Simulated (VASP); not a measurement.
Input:

```
Fe
1.0
   -1.33048     1.33048     1.33048
    1.33048    -1.33048     1.33048
    1.33048     1.33048    -1.33048
Fe
1
Direct
  0.00000   0.00000   0.00000
```
Starting moments (μB, in the order of the record's atoms Fe): 2.0.

Computed with LDA (Ceperley-Alder, Perdew-Zunger), VASP's LDA PAW potentials (set 64) (plane waves; VASP 6.6.1). Settings: 500 eV cut-off, 19×19×19 Γ-centred mesh, first-order Methfessel-Paxton smearing of 0.10 eV, potentials Fe.

### Question
Predict the cell moment, energy per atom (σ→0), pressure, band gap (on the k-mesh) with the smallest direct gap where there is one.

### Answer

```yaml
band gap (on the k-mesh): none (metal, semimetal or under 0.01 eV)
cell_moment: 1.75 μB
energy per atom (σ→0): -9.145 eV/atom
pressure: 29.74 GPa
```

### Question
Give the moment on each site (PAW-sphere projection).

### Answer

| site | moment (μB) |
|---|---|
| Fe1 | 1.71 |

The absolute energy has meaning only against runs of the same code, potentials and settings.

The compound is Fe in the bcc structure. It was relaxed first under an external pressure of 30 GPa.
